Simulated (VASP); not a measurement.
```yaml
crystal:
  lattice:
    - [0.00000, 2.99247, 2.99247]
    - [2.99247, 0.00000, 2.99247]
    - [2.99247, 2.99247, 0.00000]
  atoms:
    - { symbol: Hf, position: [0.00000, 0.00000, 0.00000] }
    - { symbol: Si, position: [0.25000, 0.25000, 0.25000] }
```

Method: PBEsol GGA, VASP's PBE PAW potentials (set 64) (plane waves; VASP). Numerical set-up: 400 eV cut-off, 10×10×10 Γ-centred mesh, first-order Methfessel-Paxton smearing of 0.10 eV, potentials Hf_pv Si.

Unless said otherwise, spin-orbit coupling is left out, though it shifts the bands of the heavy elements here.

Question: Estimate the energy per atom (σ→0), band gap (on the k-mesh) with the smallest direct gap where there is one.

Answer: 
- band gap (on the k-mesh) = none (metal, semimetal or under 0.01 eV)
- energy per atom (σ→0) = -7.525 eV/atom

Only differences to runs with the same potentials and settings are physical.

The structure was generated: HfSi was put into the zinc blende type (F-43m), which need not be its known phase. It was relaxed first, which changed the volume by -26 %. The start is the result of an earlier pass.
